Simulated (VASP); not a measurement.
HfIn4SiO6: relaxation of cell and atoms with PBE

Crystal: HfIn4SiO6.

```xyz
12
Lattice="2.4142 -8.1295 -0.0036 2.4142 8.1295 -0.0036 -0.9887 0.0000 4.7307" Properties=species:S:1:pos:R:3 pbc="T T T"
Hf    0.0000    0.0000    0.0000
In    2.4142   -2.6536   -0.0036
In    1.9198    5.4960    2.3617
In    2.4142    2.6536   -0.0036
In    1.9198   -5.4960    2.3617
Si    1.9198    0.0000    2.3617
O     3.2588    0.0000    1.2744
O     0.5808    0.0000    3.4491
O     1.0613    1.3105    1.3041
O     2.7783    1.3105    3.4194
O     2.7783   -1.3105    3.4194
O     1.0613   -1.3105    1.3041
```

The cell was built by a generator and needn't be a form met in nature.

* Program: VASP 6.6.1
* Task: relaxation of cell and atoms
* Functional: PBE
* Potentials or basis: VASP PAW PBE potentials, release 64 (Hf_pv, In_d, Si, O)
* Cutoff: 600 eV
* k mesh: 6 × 6 × 6
* Occupations: fermi-dirac, width 0.05 eV
* Spin: no spin polarisation
* Further INCAR settings: ALGO = Normal; EDIFF = 1e-06; IBRION = 2; EDIFFG = -0.005; NSW = 60; ISIF = 3

```yaml
Relaxed_volume: 15.38 Å³/atom
Relaxed_cell: a = 8.467 Å, b = 8.467 Å, c = 4.823 Å, α = 93.36°, β = 93.36°, γ = 146.94°
Space_group_after_relaxing_to_0.05_Å: C2/m (No. 12)
Energy_gained_by_relaxing: 0.4 meV/atom
Ionic_steps: 11
Pressure_after_relaxing: 0.0 GPa
Largest_force_after_relaxing: 0.005 eV/Å
Band_gap_on_the_k_mesh: none (metal or under the smearing width)
```

Forces in eV/Å, atoms in the order of the input:
```
Hf   0.000  0.000  0.000
In   0.000 -0.003  0.000
In   0.000 -0.003  0.000
In   0.000  0.003  0.000
In   0.000  0.003  0.000
Si   0.000  0.000  0.000
O    0.002  0.000 -0.001
O   -0.002  0.000  0.001
O    0.002  0.003  0.003
O   -0.002  0.003 -0.003
O   -0.002 -0.003 -0.003
O    0.002 -0.003  0.003
```

The path:
```tsv
step	energy change (eV)	largest force (eV/Å)	pressure (GPa)	volume (Å³)
1	0.0000	0.2100	-0.67	185.63
2	-0.0015	0.1923	0.59	183.91
3	-0.0043	0.0217	0.03	184.68
4	-0.0043	0.0217	0.00	184.70
5	-0.0043	0.0100	-0.02	184.71
6	-0.0043	0.0093	-0.02	184.71
7	-0.0043	0.0086	-0.02	184.71
8	-0.0044	0.0081	-0.01	184.66
9	-0.0044	0.0135	0.03	184.60
10	-0.0044	0.0097	0.02	184.60
11	-0.0044	0.0049	-0.01	184.59
```

Final structure:
```
Hf In Si O
1.0
     2.40937   -8.11725   -0.00378
     2.40937    8.11725   -0.00378
    -0.98711    0.00000    4.72083
Hf In Si O
1 4 1 6
Direct
  0.00000 0.00000 0.00000
  0.66343 0.33657 0.00000
  0.16219 0.83781 0.50000
  0.33657 0.66343 0.00000
  0.83781 0.16219 0.50000
  0.50000 0.50000 0.50000
  0.73098 0.73098 0.26991
  0.26902 0.26902 0.73009
  0.19523 0.35620 0.27540
  0.64380 0.80477 0.72460
  0.80477 0.64380 0.72460
  0.35620 0.19523 0.27540
```

Levels at points of the mesh, in eV from the Fermi level:
```tsv
k point	band 47	band 48	band 49	band 50	band 51	band 52	band 53	band 54	band 55	band 56
(0.00, 0.00, 0.00)	-2.38	-1.48	-0.74	-0.41	0.15	0.45	0.48	0.92	2.95	4.23
(0.50, 0.00, 0.00)	-2.34	-2.15	-2.06	-1.14	-1.04	2.45	2.86	2.98	3.07	3.29
(0.50, 0.50, 0.00)	-2.67	-2.38	-1.48	-0.41	0.15	0.46	0.47	2.39	2.71	4.21
(0.00, 0.00, 0.50)	-2.29	-2.16	-1.97	-0.95	-0.92	2.37	2.75	2.76	3.00	3.45
(0.50, 0.00, 0.50)	-2.35	-2.20	-1.62	-1.54	-1.53	0.62	0.83	1.51	1.89	2.90
(0.50, 0.50, 0.50)	-2.38	-2.27	-2.12	-1.44	-1.11	2.35	2.95	3.09	3.41	3.51
```

Run time: 30 min on 4 MPI ranks on Intel(R) Xeon(R) Platinum 8488C (Sapphire Rapids), with other jobs on the host, peak memory 1 GiB a rank.

Spin-orbit coupling is left out, which matters for the levels of Hf.
